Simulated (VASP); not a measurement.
Computed with TPSS meta-GGA, VASP's PBE PAW potentials (set 64) (plane waves; VASP).

VASP ran on this input.

KPOINTS:
```
Automatic mesh
0
Gamma
5 5 7
0 0 0
```

**POSCAR**
```
PbO2
1
    5.0484146575     0.0000000000     0.0000000000
    0.0000000000     5.0484146575     0.0000000000
    0.0000000000     0.0000000000     3.4484143008
Pb O
2 4
Direct
  0.0000000000   1.0000000000   0.0000000000
  0.5000000000   0.5000000000   0.5000000000
  0.3078923443   0.3078923443   1.0000000000
  0.8078923443   0.1921076557   0.5000000000
  0.1921076557   0.8078923443   0.5000000000
  0.6921076557   0.6921076557   0.0000000000
```

KPOINTS_OPT:
```
k-points along high-symmetry lines
6
Line-mode
Reciprocal
  0.000000   0.000000   0.000000 ! GAMMA
  0.000000   0.500000   0.000000 ! X

  0.000000   0.500000   0.000000 ! X
  0.500000   0.500000   0.000000 ! M

  0.500000   0.500000   0.000000 ! M
  0.000000   0.000000   0.000000 ! GAMMA

  0.000000   0.000000   0.000000 ! GAMMA
  0.000000   0.000000   0.500000 ! Z

  0.000000   0.000000   0.500000 ! Z
  0.000000   0.500000   0.500000 ! R

  0.000000   0.500000   0.500000 ! R
  0.500000   0.500000   0.500000 ! A

  0.500000   0.500000   0.500000 ! A
  0.000000   0.000000   0.500000 ! Z

  0.000000   0.500000   0.000000 ! X
  0.000000   0.500000   0.500000 ! R

  0.500000   0.500000   0.000000 ! M
  0.500000   0.500000   0.500000 ! A
```

**INCAR**
```
# general
SYSTEM   =  PbO2
PREC     =  Accurate
ENCUT    =  520   # plane-wave cut-off (eV)
LREAL    =  .FALSE.
LASPH    =  .TRUE.

# electronic loop
EDIFF    =  1E-7   # SCF stop (eV)
NELM     =  100
ALGO     =  Normal
LMAXMIX  =  4   # l cut-off of mixed one-centre charges
LMIXTAU  =  .TRUE.

# smearing
ISMEAR   =  -5

# functional
METAGGA  =  TPSS

# ions
ISIF     =  2

# output
LWAVE    =  .FALSE.
LCHARG   =  .FALSE.
LORBIT   =  11   # lm-projected
NEDOS    =  601   # DOS grid

# other
LEFG     =  .TRUE.
```

POTCAR, in this order: Pb_d O (PBE.64 set). Program: vasp_std.

Output of the run:

### OSZICAR
```
       N       E                     dE             d eps       ncg     rms          rms(c)
DAV:   1     0.723211882586E+03    0.72321E+03   -0.26065E+04  1488   0.204E+03
DAV:   2     0.108633481772E+03   -0.61458E+03   -0.59920E+03  1607   0.601E+02
DAV:   3     0.109438059776E+02   -0.97690E+02   -0.95989E+02  1908   0.266E+02
DAV:   4     0.633606038335E+01   -0.46077E+01   -0.45842E+01  1893   0.630E+01
DAV:   5     0.619146667518E+01   -0.14459E+00   -0.14451E+00  2100   0.116E+01    0.142E+01
DAV:   6    -0.463338134112E+02   -0.52525E+02   -0.27152E+02  1584   0.140E+02    0.174E+01
DAV:   7    -0.430172717997E+02    0.33165E+01   -0.52503E+00  2070   0.273E+01    0.134E+01
DAV:   8    -0.413252694229E+02    0.16920E+01   -0.54305E+01  2233   0.668E+01    0.103E+01
DAV:   9    -0.396569838418E+02    0.16683E+01   -0.90463E+00  2245   0.340E+01    0.300E+00
DAV:  10    -0.396949827300E+02   -0.37999E-01   -0.85374E-01  1765   0.662E+00    0.168E+00
DAV:  11    -0.396792654329E+02    0.15717E-01   -0.25256E-01  2377   0.627E+00    0.177E-01
DAV:  12    -0.396786408719E+02    0.62456E-03   -0.48992E-02  2158   0.238E+00    0.256E-01
DAV:  13    -0.397049863717E+02   -0.26345E-01   -0.11558E-02  2024   0.121E+00    0.662E-02
DAV:  14    -0.397060948962E+02   -0.11085E-02   -0.34546E-03  1806   0.422E-01    0.143E-01
DAV:  15    -0.397068981804E+02   -0.80328E-03   -0.16494E-03  1923   0.327E-01    0.435E-02
DAV:  16    -0.397070970188E+02   -0.19884E-03   -0.61760E-04  2223   0.226E-01    0.147E-02
DAV:  17    -0.397071229284E+02   -0.25910E-04   -0.30877E-05  2180   0.618E-02    0.805E-03
DAV:  18    -0.397071258427E+02   -0.29144E-05   -0.89387E-06  2302   0.274E-02    0.906E-04
DAV:  19    -0.397071268794E+02   -0.10367E-05   -0.15156E-06  1768   0.133E-02    0.723E-04
DAV:  20    -0.397071286162E+02   -0.17368E-05   -0.31455E-07  1457   0.666E-03    0.437E-04
DAV:  21    -0.397071289437E+02   -0.32746E-06   -0.61151E-08  1136   0.262E-03    0.215E-04
DAV:  22    -0.397071289857E+02   -0.42053E-07   -0.11344E-08  1031   0.154E-03
   1 F= -.39707129E+02 E0= -.39707129E+02  d E =0.000000E+00
       N       E                     dE             ncg
       N       E                     dE             ncg
       N       E                     dE             ncg
```

**OUTCAR**
```
------------------------ aborting loop because EDIFF is reached ----------------------------------------
  FORCE on cell =-STRESS in cart. coord.  units (eV):
  Direction    XX          YY          ZZ          XY          YZ          ZX
  --------------------------------------------------------------------------------------
  Total        0.0234735      0.0234735     -0.0581964     -0.0000000      0.0000000      0.0000000
  in kB        0.4279159      0.4279159     -1.0609076     -0.0000000      0.0000000      0.0000000
  external PRESSURE =      -0.0683586 kB  Pullay stress =       0.0000000 kB
  volume of cell :       87.89
      direct lattice vectors                 reciprocal lattice vectors
     5.048414658  0.000000000  0.000000000     0.198081986  0.000000000  0.000000000
     0.000000000  5.048414658  0.000000000     0.000000000  0.198081986  0.000000000
     0.000000000  0.000000000  3.448414301     0.000000000  0.000000000  0.289988358
 POSITION                                       TOTAL-FORCE (eV/Angst)
 -----------------------------------------------------------------------------------
      0.00000      0.00000      0.00000        -0.000000      0.000000      0.000000
      2.52421      2.52421      1.72421        -0.000000      0.000000      0.000000
      1.55437      1.55437      0.00000        -0.000723     -0.000723      0.000000
      4.07858      0.96984      1.72421        -0.000723      0.000723     -0.000000
      0.96984      4.07858      1.72421         0.000723     -0.000723      0.000000
      3.49405      3.49405      0.00000         0.000723      0.000723     -0.000000
 -----------------------------------------------------------------------------------
    total drift:                               -0.000000      0.000000     -0.000000
  FREE ENERGIE OF THE ION-ELECTRON SYSTEM (eV)
  ---------------------------------------------------
  free  energy   TOTEN  =       -39.7071289857 eV

  energy  without entropy=      -39.7071289857  energy(sigma->0) =      -39.70712899

 total charge

# of ion       s       p       d       tot
------------------------------------------
    1        1.019   0.723  10.000  11.741
    2        1.019   0.723  10.000  11.741
    3        1.561   3.368   0.000   4.930
    4        1.561   3.368   0.000   4.930
    5        1.561   3.368   0.000   4.930
    6        1.561   3.368   0.000   4.930
--------------------------------------------------
tot          8.283  14.918  20.000  43.201

 Electric field gradients after diagonalization (V/A^2)
 (convention: |V_zz| > |V_xx| > |V_yy|)
----------------------------------------------------------------------
 ion       V_xx      V_yy      V_zz     asymmetry (V_yy - V_xx)/ V_zz
----------------------------------------------------------------------
   1    -115.070    -0.354   115.424       0.994
   2    -115.070    -0.354   115.424       0.994
   3      78.870    55.750  -134.620       0.172
   4      78.870    55.750  -134.620       0.172
   5      78.870    55.750  -134.620       0.172
   6      78.870    55.750  -134.620       0.172
```
(Selected blocks of OUTCAR.)

The compound is PbO2 in the rutile structure. It was relaxed first, which changed the volume by +5 %.
